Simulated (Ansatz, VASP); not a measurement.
# Cross-check of BAs between VASP and Ansatz, part 2 of 2

Aim: how closely do two programs agree when they are given the same cell, functional and k mesh? The cell is taken from a series of runs on this material, whose earlier steps may have relaxed, scaled, displaced or heated it; both programs get it as it stands.

VASP 6.6.1 and Ansatz 0.2.0.

So far: The structure; VASP: G0W0 gap, LDA.

### 3. Ansatz: G0W0 gap, LDA

Level of this step: Ansatz beside VASP: Kohn-Sham DFT, plane waves, LDA (Ansatz).

Ansatz runs on its default PAW (the set named soft_2) files.

The same cell, functional (in two slightly different forms) and mesh now go to Ansatz, which takes its cutoff from its data sets.

The input, input.yaml:

```yaml
crystal:
  lattice:
    - [-1.6720353045, -2.3646149982, 1.6935142642]
    - [1.6720353045, -2.3646149982, 1.6935142642]
    - [0.0, 3.6e-09, 3.3870285233]
  atoms:
    - { symbol: B, position: [-0.0005843916, -0.0005843916, 0.0005843916] }
    - { symbol: As, position: [0.7505843916, 0.7505843916, 0.7494156084] }
kpoints:
  mp_grid: { grid: [6, 6, 6] }
hamiltonian:
  xc: lda
scf:
  occupations: { method: fixed }
gw:
  n_empty_bands: 111
  ecut_chi: 150.0
  qp_bands: [v3, c3]
  screening: { model: contour_deformation }
```

Command:

```bash
> ansatz run input.yaml --threads 8 --pin off --max-ram 18432MiB --backend cpu --events-out ev --progress --plain --runs-dir out
```

Numbers of over 12 decimals in the logs are rounded to 6 here.

What it wrote:

```text
Engine: ansatz 0.2.0, aarch64-unknown-linux-gnu
Pseudopotentials: kind: paw
Pseudopotential: B, paw, valence charge 3, recommended cutoff 420 eV (normal), B.paw.azcp
Pseudopotential: As, paw, valence charge 15, recommended cutoff 420 eV (normal), As.paw.azcp
Functional definition: SPW92
  exchange = slater_x
  correlation = pw_c
Crystal: 2 atoms, lattice volume = 26.783 Å³
Basis set: ecut = 420 eV, 531 PW (Γ)
Bands: 13, of which v1, the nominal top of the filled ones, is band 9 counted from 1 (8 counted from 0)
Symmetry: 4 space group operations
Space group: Imm2 (ITA 44), of the structure as read, at distance tolerance 3.0e-5 Å
k-points: 46 of 216 (time reversal used)
Non-local potential: B, projectors of the file, l = 0: 2, l = 1: 2, l = 2: 1
Non-local potential: As, projectors of the file, l = 0: 2, l = 1: 2, l = 2: 3, l = 3: 1
PAW form: soft (Blöchl's): semilocal exchange-correlation on the pseudo side does not see the compensation charge
PAW frozen core: B, regenerated for the run's functional, and the local potential with it (the file was generated under x = pbe(κ = 0.804, μ = 0.219515), c = pbe(β = 0.066725))
PAW frozen core: As, regenerated for the run's functional, and the local potential with it (the file was generated under x = pbe(κ = 0.804, μ = 0.219515), c = pbe(β = 0.066725))
PAW one-centre angular grid: B, 110 points (default); XC on 64 Gauss nodes
PAW one-centre angular grid: As, 590 points (default); XC on 64 Gauss nodes
Initial density: superposition of atomic densities (neutral atoms: chi_scale 0, normalization atom), corrected by the library's trained network
Initial wavefunctions: pseudopotential atomic-orbital guess
Functional: x = slater, c = lda
SCF iter   1: F=—  HF=-4923.510501 eV  |F-HF|=—  |Δ(HF+E_count)|=         —  Δρ=7.11e-3  dr2=1.34e-2  ethr=1.77e-3  ⟨swp⟩=4.4  Hψ=3000  notcnv=0  defer=65
preconditioner: auto → none  [insulator: Δε(μ)=1.114 eV  Ē_g=12.490 eV  n_scr=8 (ndim 8)  ℏωp=20.3 eV  f_vac=0.000  ε∞_Penn≈3.6]
SCF iter   2: F=—  HF=-4923.506152 eV  |F-HF|=—  |Δ(HF+E_count)|=   4.35e-3  Δρ=2.14e-3  dr2=7.03e-4  ethr=7.46e-5  ⟨swp⟩=2.0  Hψ=1091  notcnv=0  defer=90
SCF iter   3: F=—  HF=-4923.505813 eV  |F-HF|=—  |Δ(HF+E_count)|=   3.39e-4  Δρ=1.03e-3  dr2=1.22e-4  ethr=3.90e-6  ⟨swp⟩=2.0  Hψ=1105  notcnv=0  defer=91
SCF iter   4: F=—  HF=-4923.505787 eV  |F-HF|=—  |Δ(HF+E_count)|=   2.59e-5  Δρ=3.91e-4  dr2=1.59e-5  ethr=6.77e-7  ⟨swp⟩=1.0  Hψ=598  notcnv=0  defer=27
SCF iter   5: F=—  HF=-4923.505783 eV  |F-HF|=—  |Δ(HF+E_count)|=   4.49e-6  Δρ=7.31e-5  dr2=5.75e-7  ethr=8.85e-8  ⟨swp⟩=2.1  Hψ=976  notcnv=0
SCF iter   6: F=-4923.505783 eV  HF=-4923.505783 eV  |F-HF|=1.00e-10  |Δ(HF+E_count)|=   5.44e-8  Δρ=7.08e-6  dr2=4.57e-9  ethr=5.56e-10  ⟨swp⟩=3.8  Hψ=2037  notcnv=0
SCF 1 converged in 6 iterations: F = -4923.505783 eV  dr2 = 4.57e-9
  greatest PAW one-centre occupation: 0.999 electrons in one spin orbital (limit 2), on the As atom at site 1 (counted from 0), in its partial waves of l = 2
NSCF: frozen V_eff on 46 k-points
G₀W₀ screening: q 1/46
[... further progress lines ...]
NSCF: frozen V_eff on 1 k-points
NSCF: frozen V_eff on 1 k-points
[...]
SCF converged after 6 iterations
Free energy (F): -4923.505783 eV
Harris-Foulkes:  -4923.505783 eV  (|F-HF|=1.00e-10)
Internal energy: -4923.505783 eV  (E = F + TS)
E sigma→0 (E₀):  -4923.505783 eV
Fermi energy:    11.164365 eV
--- Per-component energies (eV) ---
  E_band       = -211.918852
  E_kinetic    = 153.489202
  E_local      = -1687.944672  (includes V_loc(G=0)·N_el)
  E_nonlocal   = -651.974216
  E_hartree    = 935.817724
  E_xc         = -111.358062
  E_vxc        = -118.278167  (∫ρ·V_xc dr)
  E_paw        = -1827.867052  (= ΣΔE_a)
  E_vpaw       = 221.153894  (= ΣTr[D̂ρ^β])
  E_aug_tail   = 0.000008  (compensation charges beyond the density's cutoff)
  E_ewald      = -1735.789778
  E_core_change = 2.121064  (= ΣΔE_core)
  E_smearing   = -0.000000  (= −TS)
  E_closure    = 0.000000  (closes the sum)
  Σ components = -4923.505783   (vs F -4923.505783, Δ=0.00e0)
--- Band table (eV; the first three rows and the last of 46) ---
  k-point 0: bands = [... 5 lower, -4.4271, 11.0545, 11.1563, 11.1644, 14.3140, 14.3554, 14.5116, 16.0104]
  k-point 1: bands = [... 5 lower, -3.9736, 8.0923, 10.4579, 10.4672, 14.5227, 15.2445, 15.3812, 17.8478]
  k-point 2: bands = [... 5 lower, -2.7073, 4.2921, 9.6157, 9.6438, 14.1423, 15.9604, 16.0101, 19.7632]
  k-point 45: bands = [... 5 lower, -0.1858, 2.6491, 6.8432, 7.0412, 12.2948, 12.5841, 22.5169, 22.5839]
[...]
28     9      7.8748   -16.5513     1.9153   -14.1530  0.7751     7.3892     7.3917  root
    28    10     14.8051    -8.2013    -4.8201   -13.4971  0.7884    15.2831    15.2808  root
    28    11     16.2654    -7.0986    -5.2782   -12.8239  0.7825    16.7148    16.7125  root
    28    12     17.0243    -8.5022    -5.4152   -14.4028  0.7714    17.5126    17.5097  root
    29     7      2.8753   -18.5395     4.3886   -13.5736  0.7164     2.2966     2.2981  root
    29     8      7.4501   -17.0874     2.1292   -14.4539  0.7684     6.9429     6.9458  root
    29     9      8.3833   -16.7597     1.7883   -14.5017  0.7794     7.9114     7.9136  root
    29    10     13.9999    -8.2803    -4.5927   -13.2964  0.7962    14.4248    14.4232  root
    29    11     16.7251    -8.4159    -5.4543   -14.3892  0.7707    17.2472    17.2441  root
    29    12     17.4529    -7.9159    -5.5293   -13.9811  0.7702    17.9920    17.9888  root
    30     7      4.3568   -19.1451     3.7520   -14.8118  0.7279     3.7717     3.7755  root
    30     8      6.1684   -16.7021     2.6085   -13.5595  0.7550     5.6306     5.6344  root
    30     9      7.8553   -16.5107     1.9221   -14.1056  0.7749     7.3697     7.3723  root
    30    10     14.9270    -8.1949    -4.8464   -13.5212  0.7878    15.4093    15.4068  root
    30    11     16.3306    -7.0782    -5.2887   -12.8134  0.7822    16.7792    16.7771  root
    30    12     17.1091    -8.5702    -5.4493   -14.5100  0.7701    17.6024    17.5996  root
    31     7      2.9520   -19.5318     4.6738   -14.1776  0.7150     2.2669     2.2716  root
    31     8      5.8897   -16.6179     2.6881   -13.3908  0.7526     5.3467     5.3508  root
    31     9      6.0857   -16.4580     2.6084   -13.3255  0.7549     5.5579     5.5616  root
    31    10     14.8980    -7.6741    -4.7974   -12.8249  0.7898    15.2526    15.2513  root
    31    11     15.0775    -7.8643    -4.9554   -13.3192  0.7910    15.5797    15.5770  root
    31    12     19.6425    -7.5790    -6.4294   -14.5256  0.7506    20.1611    20.1597  root
    32     7      3.0708   -19.0223     4.4543   -13.9367  0.7173     2.4363     2.4396  root
    32     8      5.6136   -17.0344     2.8854   -13.6024  0.7483     5.0632     5.0670  root
[...]
44    11     18.4538    -6.8354    -6.4426   -13.8865  0.7443    19.0641    19.0624  root
    44    12     19.2721    -7.6453    -6.4374   -14.6732  0.7467    19.8649    19.8626  root
    45     7      2.6491   -19.3597     4.7627   -13.9350  0.7117     1.9818     1.9871  root
    45     8      6.8432   -16.9353     2.3913   -14.0144  0.7640     6.3097     6.3136  root
    45     9      7.0412   -16.9777     2.3620   -14.0878  0.7657     6.5096     6.5134  root
    45    10     12.2948    -7.7966    -4.1861   -12.3090  0.8073    12.6219    12.6212  root
    45    11     12.5841    -7.9445    -4.1940   -12.4193  0.8061    12.8654    12.8648  root
    45    12     22.5169    -7.4794    -7.6804   -15.8099  0.7269    23.1723    23.1670  root
```

### 4. Comparison

Known differences besides the potentials themselves: the two LDA forms differ slightly; fixed occupations in Ansatz, narrow Gaussian smearing in VASP; the data sets hold 18 valence electrons in Ansatz (on its default PAW (the set named soft_2) files) and 8 in VASP; the cutoff is 420 eV in Ansatz and 340 eV in VASP; VASP's log shows a relativistic correction to its local exchange, Ansatz's none; Ansatz integrates over frequency by contour deformation, VASP on a grid of NOMEGA points. Total energies have different zeros and are not compared.

Both answers:

| quantity | Ansatz | VASP | difference |
| --- | --- | --- | --- |
| G0W0 gap on the mesh (eV) | 1.78 | 1.74 | +0.03 |
| Kohn-Sham gap under it (eV) | 1.12 | 1.11 | +0.01 |

### 5. Results

* difference in G0W0 gap on the mesh (G0W0 gap, LDA): 0.034 eV

The difference in G0W0 gap on the mesh is 0.034 eV (G0W0 gap, LDA). The data sets hold unlike numbers of valence electrons (18 in Ansatz and 8 in VASP), so part of the differences comes from the potentials. Such differences can come from data sets, numerical settings and the points named under the comparisons, not from the functional's error against experiment.

[Lines on the potential files, build, host, timing and source positions are cut from VASP's logs without a mark.]

[Logs are printed without paths, hosts, clocks, repeated set-up lines and the standing remarks that a program may print on its own settings, such as how far it seeks lower states.]

[Hosts, paths, dates, database ids (printed as entryN), source tags and the programs' standing remarks are cut or masked in the printed files.]
